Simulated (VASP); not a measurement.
Given:

```xyz
3
Lattice="1.6751 -2.9014 0.0000 1.6751 2.9014 0.0000 0.0000 0.0000 6.2113" Properties=species:S:1:pos:R:3 pbc="T T T"
Ti     0.0000     0.0000     0.0000
S      1.6751     0.9671     1.4250
S      1.6751    -0.9671     4.7863
```

All values below come from AM05 GGA, VASP's PBE PAW potentials (set 64) (plane waves; VASP). Numerical set-up: 520 eV cut-off, 12×12×6 Γ-centred mesh, tetrahedra with Blöchl corrections, potentials Ti_sv S.

The cores are frozen, which limits the accuracy of field gradients. Without a dispersion term in the relaxation, distances and binding between the weakly bound layers, chains or molecules are unreliable, and so is what depends on them.

Task: Give the principal components of the electric field gradient (V/Å²) and the asymmetry η at each nucleus.

Result: 
```json
[
 {"atom": "Ti1", "Vxx": "11.4", "Vyy": "11.4", "Vzz": "-22.7", "η": "0.00"},
 {"atom": "S2", "Vxx": "8.8", "Vyy": "8.8", "Vzz": "-17.6", "η": "0.00"},
 {"atom": "S3", "Vxx": "8.8", "Vyy": "8.8", "Vzz": "-17.6", "η": "0.00"}
]
```

The compound is TiS2 in the 1T layered structure. It was relaxed first, which changed the volume by +5 %.
